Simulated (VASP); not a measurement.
Method: PBE GGA, VASP's PBE PAW potentials (set 64) (plane waves; VASP).

Input for VASP

### POSCAR
```
SrTiO3
1.0
  3.9425509724   0.0000000000   0.0000000000
  0.0000000000   3.9425509724   0.0000000000
  0.0000000000   0.0000000000   3.9425509724
Sr Ti O
1 1 3
Cart
  0.0000000000   0.0000000000   0.0000000000
  1.9712754862   1.9712754862   1.9712754862
  1.9712754862   0.0000000000   1.9712754862
  0.0000000000   1.9712754862   1.9712754862
  1.9712754862   1.9712754862   0.0000000000
```

File KPOINTS:
```
Automatic
0
Gamma
  5 5 5
```

### INCAR
```
SYSTEM = SrTiO3
PREC = Accurate; ENCUT = 520; LREAL = .False.
LASPH = .True.
EDIFF = 1E-6; NELM = 100; ALGO = Normal
LMAXMIX = 4
ISMEAR = 0; SIGMA = 0.05
GGA = PE
IBRION = 2; NSW = 60; ISIF = 3
EDIFFG = -0.02
LWAVE = .False.; LCHARG = .False.
```

POTCAR, in this order: Sr_sv Ti_sv O (PBE.64 set). Program: vasp_std.

Output

### OUTCAR
```
 ion  position               nearest neighbor table
   1  0.000  0.000  0.000-   3 2.79   4 2.79   5 2.79   3 2.79   4 2.79   4 2.79   5 2.79   4 2.79
                             3 2.79   5 2.79   3 2.79   5 2.79   2 3.41   2 3.41   2 3.41   2 3.41
   2  0.500  0.500  0.500-   3 1.97   4 1.97   5 1.97   5 1.97   3 1.97   4 1.97   1 3.41   1 3.41
                             1 3.41   1 3.41   1 3.41   1 3.41   1 3.41   1 3.41
   3  0.500  0.000  0.500-   2 1.97   2 1.97   1 2.79   1 2.79   1 2.79   1 2.79
   4  0.000  0.500  0.500-   2 1.97   2 1.97   1 2.79   1 2.79   1 2.79   1 2.79
   5  0.500  0.500  0.000-   2 1.97   2 1.97   1 2.79   1 2.79   1 2.79   1 2.79
  LATTYP: Found a simple cubic cell.
 ALAT       =     3.9425509724
 Subroutine PRICEL returns:
 Original cell was already a primitive cell.
 Subroutine GETGRP returns: Found 48 space group operations
The static configuration has the point symmetry O_h .
The dynamic configuration has the point symmetry O_h .
 Subroutine INISYM returns: Found 48 space group operations
 Subroutine IBZKPT returns following result:
 Found     10 irreducible k-points:

 Following reciprocal coordinates:
            Coordinates               Weight
  0.000000  0.000000  0.000000      1.000000
  0.200000  0.000000  0.000000      6.000000
  0.400000  0.000000  0.000000      6.000000
  0.200000  0.200000  0.000000     12.000000
...
```

File OSZICAR:
```
       N       E                     dE             d eps       ncg     rms          rms(c)
DAV:   1     0.442165112886E+03    0.44217E+03   -0.22052E+04   480   0.184E+03
DAV:   2    -0.126040605311E+01   -0.44343E+03   -0.43785E+03   576   0.492E+02
DAV:   3    -0.482880891375E+02   -0.47028E+02   -0.43654E+02   680   0.144E+02
DAV:   4    -0.504414889982E+02   -0.21534E+01   -0.21526E+01   672   0.287E+01
DAV:   5    -0.505207680874E+02   -0.79279E-01   -0.79276E-01   680   0.418E+00    0.262E+01
DAV:   6    -0.401918331752E+02    0.10329E+02   -0.67758E+01   736   0.740E+01    0.157E+01
DAV:   7    -0.401924588008E+02   -0.62563E-03   -0.95152E+00   648   0.240E+01    0.101E+01
DAV:   8    -0.401918277299E+02    0.63107E-03   -0.20243E+00   600   0.152E+01    0.301E+00
DAV:   9    -0.401059987873E+02    0.85829E-01   -0.47387E-01   624   0.672E+00    0.923E-01
DAV:  10    -0.401090251014E+02   -0.30263E-02   -0.11141E-01   640   0.241E+00    0.844E-01
DAV:  11    -0.401008316490E+02    0.81935E-02   -0.65084E-02   752   0.216E+00    0.175E-01
DAV:  12    -0.401006540756E+02    0.17757E-03   -0.26872E-03   616   0.562E-01    0.842E-02
DAV:  13    -0.401006165369E+02    0.37539E-04   -0.51640E-04   720   0.193E-01    0.374E-02
DAV:  14    -0.401006258564E+02   -0.93195E-05   -0.49523E-05   696   0.497E-02    0.173E-02
DAV:  15    -0.401006235066E+02    0.23498E-05   -0.92154E-06   584   0.316E-02    0.641E-03
DAV:  16    -0.401006239316E+02   -0.42506E-06   -0.17187E-06   408   0.134E-02
   1 F= -.40100624E+02 E0= -.40100624E+02  d E =-.401006E+02
```

OUTCAR:
```
------------------------ aborting loop because EDIFF is reached ----------------------------------------
  FORCE on cell =-STRESS in cart. coord.  units (eV):
  Direction    XX          YY          ZZ          XY          YZ          ZX
  --------------------------------------------------------------------------------------
  Total       -0.0752643     -0.0752643     -0.0752643     -0.0000000     -0.0000000      0.0000000
  in kB       -1.9677388     -1.9677388     -1.9677388     -0.0000000     -0.0000000      0.0000000
  external PRESSURE =      -1.9677388 kB  Pullay stress =       0.0000000 kB
  volume of cell :       61.28
      direct lattice vectors                 reciprocal lattice vectors
     3.942550972  0.000000000  0.000000000     0.253642884  0.000000000  0.000000000
     0.000000000  3.942550972  0.000000000     0.000000000  0.253642884  0.000000000
     0.000000000  0.000000000  3.942550972     0.000000000  0.000000000  0.253642884
 POSITION                                       TOTAL-FORCE (eV/Angst)
 -----------------------------------------------------------------------------------
      0.00000      0.00000      0.00000         0.000000      0.000000      0.000000
      1.97128      1.97128      1.97128         0.000000      0.000000      0.000000
      1.97128      0.00000      1.97128         0.000000      0.000000      0.000000
      0.00000      1.97128      1.97128         0.000000      0.000000      0.000000
      1.97128      1.97128      0.00000         0.000000      0.000000      0.000000
 -----------------------------------------------------------------------------------
    total drift:                                0.000000      0.000000     -0.000000
  FREE ENERGIE OF THE ION-ELECTRON SYSTEM (eV)
  ---------------------------------------------------
  free  energy   TOTEN  =       -40.1006239316 eV

  energy  without entropy=      -40.1006239316  energy(sigma->0) =      -40.10062393

 reached required accuracy - stopping structural energy minimisation
```
(Selected blocks of OUTCAR.)

OUTCAR:
```
 val. band max:        3.8150870136   @ k =   0.4000   0.4000   0.4000

 cond. band min:       5.7322710005   @ k =   0.0000   0.0000   0.0000


 Fermi energy:         4.0672181126

 k-point     1 :       0.0000    0.0000    0.0000
  band No.  band energies     occupation
      1     -52.6533      2.00000
      2     -28.9462      2.00000
      3     -28.8813      2.00000
      4     -28.8813      2.00000
      5     -28.8813      2.00000
      6     -13.3900      2.00000
      7     -12.4315      2.00000
      8     -12.4315      2.00000
      9     -10.9283      2.00000
     10     -10.9283      2.00000
     11     -10.9283      2.00000
     12       1.1340      2.00000
     13       1.1340      2.00000
     14       1.1340      2.00000
     15       2.8116      2.00000
     16       2.8116      2.00000
     17       2.8116      2.00000
     18       3.5633      2.00000
     19       3.5633      2.00000
     20       3.5633      2.00000
     21       5.7323      0.00000
     22       5.7323      0.00000
     23       5.7323      0.00000
     24       8.0342      0.00000

 k-point     2 :       0.2000    0.0000    0.0000
  band No.  band energies     occupation
      1     -52.6529      2.00000
      2     -28.9826      2.00000
      3     -28.8805      2.00000
      4     -28.8805      2.00000
      5     -28.8592      2.00000
      6     -13.4221      2.00000
      7     -12.4190      2.00000
      8     -12.4188      2.00000
      9     -10.9140      2.00000
     10     -10.9140      2.00000
     11     -10.7036      2.00000
     12       0.6629      2.00000
     13       1.1196      2.00000
     14       1.1196      2.00000
     15       2.3665      2.00000
     16       2.3665      2.00000
     17       2.5131      2.00000
     18       2.6080      2.00000
     19       3.3823      2.00000
     20       3.3823      2.00000
     21       5.7847      0.00000
     22       6.4631      0.00000
     23       6.4631      0.00000
     24       8.0386      0.00000
...
```

The compound is SrTiO3 in the cubic perovskite structure, the ideal cubic form; the compound distorts at low or room temperature. It was relaxed first. The start is the result of an earlier pass.
